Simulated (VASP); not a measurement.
```yaml
crystal:
  lattice:
    - [0.00000, 1.97892, 1.97892]
    - [1.97892, 0.00000, 1.97892]
    - [1.97892, 1.97892, 0.00000]
  atoms:
    - { symbol: Pd, position: [0.00000, 0.00000, 0.00000] }
```

The numbers are results of PBE GGA, VASP's PBE PAW potentials (set 64) (plane waves; VASP), not measurements. Numerical set-up: 480 eV cut-off, 14×14×14 Γ-centred mesh, first-order Methfessel-Paxton smearing of 0.10 eV, potentials Pd.

Question: Give the stress tensor in GPa (positive for a compressed cell).

Answer: 
```
-1.91   0.00   0.00
 0.00  -1.91   0.00
 0.00   0.00  -1.91
```
The pressure is its mean diagonal, -1.91 GPa.

The compound is Pd in the fcc structure. This cell was strained or had an atom moved on purpose.
